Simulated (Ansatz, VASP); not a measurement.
# Si2Mo: VASP beside Ansatz, part 2 of 2

Wanted: the spread between two codes on one cell, functional and k mesh. The cell is taken from a series of runs on this material, whose earlier steps may have relaxed, scaled, displaced or heated it; both programs get it as it stands.

VASP 6.6.1 and Ansatz 0.2.0.

So far: The starting structure; VASP: zone-centre phonons, LDA.

### 3. Ansatz: zone-centre phonons, LDA

Level of this step: Ansatz beside VASP: Kohn-Sham DFT, plane waves, LDA (Ansatz).

Ansatz runs on its PAW soft_1 files.

The same cell, functional (in two slightly different forms), mesh and smearing now go to Ansatz, which takes its cutoff from its data sets.

File input.yaml:

```yaml
crystal:
  lattice:
    - [-1.6203288444, 1.6203288444, 3.9553197912]
    - [1.6203288444, -1.6203288444, 3.9553197912]
    - [1.6203288444, 1.6203288444, -3.9553197912]
  atoms:
    - { symbol: Si, position: [0.3362447369, 0.3362447369, 0.0] }
    - { symbol: Si, position: [0.6637552631, 0.6637552631, 0.0] }
    - { symbol: Mo, position: [0.0, 0.0, 0.0] }
kpoints:
  mp_grid: { grid: [20, 20, 20] }
hamiltonian:
  xc: lda
  pseudopotentials: { kind: paw, azcp: { folder: soft_1 }, xc_functional: pbe }
scf:
  occupations: { method: methfessel_paxton, width: 0.2 }
output:
  eigenvalues: true
phonons:
  method: dfpt
```

Launch:

```bash
$ ansatz run input.yaml --threads 4 --pin off --max-ram 10240MiB --backend cpu --events-out ev --progress --plain --runs-dir out
```

Numbers of over 12 decimals in the logs are rounded to 6 here.

The program printed:

```text
zone centre: on kpoints.mp_grid the ground state, and the responses unless they are solved on pairs of k-points, stand on 1166 of the mesh's 8000 k-points, reduced under 4 symmetry operations, with k and −k counted as one. Each operation leaves every solved displacement unchanged or reverses it
Engine: ansatz 0.2.0, x86_64-unknown-linux-gnu
Pseudopotentials: kind: paw
Pseudopotential: Si, paw, valence charge 4, recommended cutoff 420 eV (normal), soft_1/Si.paw.azcp
Pseudopotential: Mo, paw, valence charge 14, recommended cutoff 420 eV (normal), soft_1/Mo.paw.azcp
Functional definition: SPW92
  exchange = slater_x
  correlation = pw_c
Crystal: 3 atoms, lattice volume = 41.538 Å³
Basis set: ecut = 420 eV, 841 PW (Γ), exchange–correlation on 64×64×64 points (8 copies of the dense FFT grid, shifted against one another)
Bands: 15, of which v1, the nominal top of the filled ones, is band 11 counted from 1 (10 counted from 0)
Symmetry: 16 space group operations
k-points: 1166 of 8000 (irreducible under 4 space group operations, time reversal used)
Non-local potential: Si, projectors of the file, l = 0: 2, l = 1: 2, l = 2: 1
Non-local potential: Mo, projectors of the file, l = 0: 3, l = 1: 2, l = 2: 2, l = 3: 1
PAW form: soft (Blöchl's): semilocal exchange-correlation on the pseudo side does not see the compensation charge
PAW frozen core: Si, regenerated for the run's functional, and the local potential with it (the file was generated under x = pbe(κ = 0.804, μ = 0.219515), c = pbe(β = 0.066725))
PAW frozen core: Mo, regenerated for the run's functional, and the local potential with it (the file was generated under x = pbe(κ = 0.804, μ = 0.219515), c = pbe(β = 0.066725))
PAW one-centre angular grid: Si, 110 points (default); XC on 64 Gauss nodes
PAW one-centre angular grid: Mo, 590 points (default); XC on 64 Gauss nodes
Initial density: superposition of atomic densities (chi_scale 0.1, normalization cell, long waves kept (reshape's long-wave potential 0.00 eV rms))
Initial wavefunctions: pseudopotential atomic-orbital guess
Functional: x = slater, c = lda
SCF iter   1: F=—  HF=-6063.171014 eV  |F-HF|=—  |Δ(HF+E_count)|=         —  Δρ=9.27e-2  dr2=5.57e0  ethr=3.10e-3  ⟨swp⟩=5.2  Hψ=98084  notcnv=0
preconditioner: auto → Kerker (q_TF=auto, 2.454 Å⁻¹)  [metal: Δε(μ)=0.013 eV  Ē_g=7.897 eV  σ=0.200 eV  W_gap=0.06  n_scr=10 (ndim 8)  ℏωp=21.6 eV  f_vac=0.000  D(μ)=0.68/eV (n_scr^D=2)]
SCF iter   2: F=—  HF=-6061.930123 eV  |F-HF|=—  |Δ(HF+E_count)|=    1.24e0  S|Δr|=    0.00e0  Δρ=2.93e-2  dr2=2.48e-1  ethr=3.10e-3  ⟨swp⟩=2.3  Hψ=43643  notcnv=0
SCF iter   3: F=—  HF=-6061.881265 eV  |F-HF|=—  |Δ(HF+E_count)|=   4.89e-2  S|Δr|=    0.00e0  Δρ=1.45e-2  dr2=6.41e-2  ethr=1.13e-3  ⟨swp⟩=2.3  Hψ=22082  notcnv=0
SCF iter   4: F=—  HF=-6061.866139 eV  |F-HF|=—  |Δ(HF+E_count)|=   1.51e-2  S|Δr|=    0.00e0  Δρ=2.50e-3  dr2=2.58e-3  ethr=2.91e-4  ⟨swp⟩=2.2  Hψ=25598  notcnv=0
SCF iter   5: F=—  HF=-6061.865391 eV  |F-HF|=—  |Δ(HF+E_count)|=   7.49e-4  S|Δr|=    0.00e0  Δρ=3.18e-4  dr2=7.85e-5  ethr=1.17e-5  ⟨swp⟩=2.7  Hψ=28043  notcnv=0
SCF iter   6: F=—  HF=-6061.865376 eV  |F-HF|=—  |Δ(HF+E_count)|=   1.43e-5  S|Δr|=    0.00e0  Δρ=3.12e-5  dr2=5.85e-7  ethr=3.57e-7  ⟨swp⟩=2.3  Hψ=22544  notcnv=0
SCF iter   7: F=—  HF=-6061.865377 eV  |F-HF|=—  |Δ(HF+E_count)|=   4.25e-7  S|Δr|=    0.00e0  Δρ=6.29e-6  dr2=1.93e-8  ethr=2.66e-9  ⟨swp⟩=2.5  Hψ=26693  notcnv=0
SCF iter   8: F=—  HF=-6061.865377 eV  |F-HF|=—  |Δ(HF+E_count)|=   3.46e-9  S|Δr|=    0.00e0  Δρ=9.62e-7  dr2=4.15e-10  ethr=8.79e-11  ⟨swp⟩=2.3  Hψ=29615  notcnv=0
SCF iter   9: F=-6061.865377 eV  HF=-6061.865377 eV  |F-HF|=2.73e-12  |Δ(HF+E_count)|=  1.24e-10  S|Δr|=    0.00e0  Δρ=1.60e-7  dr2=9.28e-12  ethr=1.00e-12  ⟨swp⟩=3.9  Hψ=78843  notcnv=0
the search or the solves at the SCF's close seem to have found levels that the self-consistency loop had missed (the run counts 1). By its estimate they hold under 1e-12 electrons; where the run keeps them, the occupations were computed again with them
SCF 1 converged in 9 iterations: F = -6061.865377 eV  dr2 = 9.28e-12
  greatest PAW one-centre occupation: 0.998 electrons in one spin orbital (limit 2), on the Mo atom at site 2 (counted from 0), in its partial waves of l = 0
DFPT response loops at Γ: preconditioner auto → Kerker (q_TF=auto, 2.454 Å⁻¹) (partly filled bands, converged f_vac=0.000); β = 1.00, the filter's whole step (`scf.mixing.beta` (0.50) is not read by the response loops under this deck's `scf.mixing.preconditioner`; to damp them name `kerker` or `kerker_dos`, under which they read `scf.mixing.beta`, and type it under 1.00, their step now; both keys bind the ground state too); Broyden in place of MSR1
SCF converged after 9 iterations
Stability not checked: this state was not tested for a lower state beside it, because cold or Methfessel-Paxton smearing, or corrected tetrahedra, fill the levels in a way that the test cannot read (fill_not_monotonic; see scf.lower_state_search)
Free energy (F): -6061.865377 eV
Harris-Foulkes:  -6061.865377 eV  (|F-HF|=2.73e-12)
Internal energy: -6061.866437 eV  (E = F + TS)
E sigma→0 (E₀):  -6061.865642 eV
Entropy (-TS):   0.001060 eV (0.353 meV/atom)
Fermi energy:    15.093985 eV
--- Per-component energies (eV) ---
  E_band       = -63.172020
  E_kinetic    = 509.846275
  E_local      = -1161.196216  (includes V_loc(G=0)·N_el)
  E_nonlocal   = 199.304368
  E_hartree    = 437.972014
  E_xc         = -290.588507
  E_vxc        = -319.961304  (∫ρ·V_xc dr)
  E_paw        = -4069.679398  (= ΣΔE_a)
  E_vpaw       = -167.109225  (= ΣTr[D̂ρ^β])
  E_aug_tail   = 0.000102  (compensation charges beyond the density's cutoff)
  E_ewald      = -1688.166552
  E_core_change = 0.641477  (= ΣΔE_core)
  E_smearing   = 0.001060  (= −TS)
  E_closure    = -0.000000  (closes the sum)
  Σ components = -6061.865377   (vs F -6061.865377, Δ=0.00e0)
--- Band table (eV; the first three rows and the last of 1166) ---
  k-point 0: bands = [... 7 lower, 12.1654, 12.6038, 12.6038, 15.4313, 18.0608, 18.4409, 18.4409, 18.5481]
  k-point 1: bands = [... 7 lower, 12.1843, 12.4165, 12.9375, 15.1357, 17.7907, 18.3249, 18.4777, 18.6543]
  k-point 2: bands = [... 7 lower, 11.9426, 12.2432, 13.4682, 14.4024, 17.3434, 18.2464, 18.5690, 18.8070]
  k-point 1165: bands = [... 7 lower, 13.0519, 14.5556, 14.5556, 14.6535, 14.6535, 15.5558, 19.7310, 19.7489]
--- Phonons (Γ-DFPT): 4 representative perturbations + reference, on 1166 of 8000 k-points (Σ response iterations 12) ---
  k mesh reduced under 4 symmetry operations, with k and −k counted as one. Each operation leaves every solved displacement unchanged or reverses it
  ASR residual: 5.403e-5 → 0.000e0 eV/Å²; symmetrization residual: 2.146e-6 eV/Å²
  ASR residual per site (eV/Å²): 5.40e-5 5.40e-5 1.09e-5
  Γ frequencies (cm⁻¹): 0.00 0.00 0.00 246.27 246.27 282.52 295.43 295.43 407.17
  non-analytic LO–TO correction: not included (Born effective charges unavailable; polar crystals: no LO–TO splitting at Γ)
```

### 4. Side by side

Known differences besides the potentials themselves: the two LDA forms differ slightly; the cutoff is 420 eV in Ansatz and 500 eV in VASP; VASP's log shows a relativistic correction to its local exchange, Ansatz's none. Total energies have different zeros and are not compared.

Compared:

```tsv
quantity	Ansatz	VASP	difference
optical mode 1 to 2 (cm⁻¹)	246.3	248.2	-0.77 %
optical mode 3 (cm⁻¹)	282.5	284.6	-0.73 %
optical mode 4 to 5 (cm⁻¹)	295.4	296.4	-0.34 %
optical mode 6 (cm⁻¹)	407.2	407.7	-0.14 %
```

Modes are paired by rising frequency, not by their patterns, so a pair may set unlike modes beside each other; they are those without the splitting of longitudinal modes.

### 5. Outcome

```
r.m.s. difference of the optical zone-centre modes, each program's sorted by frequency (zone-centre phonons, LDA) : 1.5 cm⁻¹
difference in optical mode 1 to 2 (zone-centre phonons, LDA)                                                      : -0.8 %
```

In words: The r.m.s. difference of the optical zone-centre modes, each program's sorted by frequency is 1.5 cm⁻¹ (zone-centre phonons, LDA). Among the rows given in per cent, the largest difference of the zone-centre phonons, LDA pair is in optical mode 1 to 2, -0.8 %. Such differences can come from data sets, numerical settings and the points named under the comparisons, not from the functional's error against experiment.

[Lines on the potential files, build, host, timing and source positions are cut from VASP's logs without a mark.]

[Logs are printed without paths, hosts, clocks, repeated set-up lines and the standing remarks that a program may print on its own settings, such as how far it seeks lower states.]

[Hosts, paths, dates, database ids (printed as entryN), source tags and the programs' standing remarks are cut or masked in the printed files.]
